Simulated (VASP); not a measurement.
Given:

```xyz
2
Lattice="2.8124 0.0000 0.0000 0.0000 2.8124 0.0000 0.0000 0.0000 4.0465" Properties=species:S:1:pos:R:3 pbc="T T T"
Ti     0.0000     0.0000     0.0000
Al     1.4062     1.4062     2.0233
```

Computed with rev-vdW-DF2, VASP's PBE PAW potentials (set 64) (plane waves; VASP 6.6.1). Numerical set-up: 520 eV cut-off, 14×14×10 Γ-centred mesh, tetrahedra with Blöchl corrections, potentials Ti_sv Al.

Task: Estimate the energy per atom (σ→0), band gap (on the k-mesh) with the smallest direct gap where there is one.

Result: 
band gap (on the k-mesh): none (metal, semimetal or under 0.01 eV)
energy per atom (σ→0): -4.376 eV/atom

The absolute energy has meaning only against runs of the same code, potentials and settings.

The compound is TiAl in the L1_0 structure. It was relaxed first. The electron count is odd and the run is not spin-polarised, which forces a metal.
